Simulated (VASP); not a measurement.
Input:

```yaml
crystal:
  lattice:
    - [1.78631, -3.09397, 0.00000]
    - [1.78631, 3.09397, 0.00000]
    - [0.00000, 0.00000, 14.28178]
  atoms:
    - { symbol: Te, position: [0.33333, 0.66667, 0.87696] }
    - { symbol: Te, position: [0.66667, 0.33333, 0.37696] }
    - { symbol: Te, position: [0.66667, 0.33333, 0.12304] }
    - { symbol: Te, position: [0.33333, 0.66667, 0.62304] }
    - { symbol: Mo, position: [0.33333, 0.66667, 0.25000] }
    - { symbol: Mo, position: [0.66667, 0.33333, 0.75000] }
```

Calculation: optB88-vdW, VASP's PBE PAW potentials (set 64) (plane waves; VASP). Run with 520 eV cut-off, Gaussian smearing of 0.050 eV, potentials Te Mo_sv.

Unless said otherwise, spin-orbit coupling is left out, though it shifts the bands of the heavy elements here.

Question: Give the energies of bands 17 to 30 at the high-symmetry points, in eV from the valence-band maximum.

Answer: 
```csv
band,Γ,M,K,A,L,H
17,-1.78,-3.68,-3.92,-1.78,-3.34,-3.77
18,-1.77,-3.08,-3.65,-1.78,-3.34,-3.77
19,-1.77,-2.43,-3.10,-1.78,-2.39,-3.37
20,-1.03,-2.35,-3.10,-1.78,-2.39,-3.37
21,-1.03,-1.84,-2.99,-1.02,-1.80,-2.64
22,-1.01,-1.71,-2.99,-1.02,-1.80,-2.64
23,-1.01,-0.87,-1.77,-1.02,-0.84,-1.89
24,-0.88,-0.83,-1.77,-1.02,-0.84,-1.89
25,-0.40,-0.61,-0.26,-0.09,-0.50,-0.18
26,0.00,-0.39,-0.08,-0.09,-0.50,-0.18
27,2.73,1.17,0.89,2.77,1.19,0.89
28,2.74,1.22,0.89,2.77,1.19,0.89
29,2.84,1.40,1.29,2.77,1.53,1.67
30,2.84,1.65,2.14,2.77,1.53,1.67
```

The gap is indirect, 0.77 eV, from the valence maximum at Γ to the conduction minimum at K-Γ at 0.44.

Measured: gap 1.06 eV at 4 K (computed value off by -0.29 eV), as given by Desman Perdamaian Gulo et al., Physical Review Materials (2023), doi:10.1103/physrevmaterials.7.044001.

The compound is MoTe2 in the 2H layered structure. It was relaxed first, which changed the volume by +5 %.
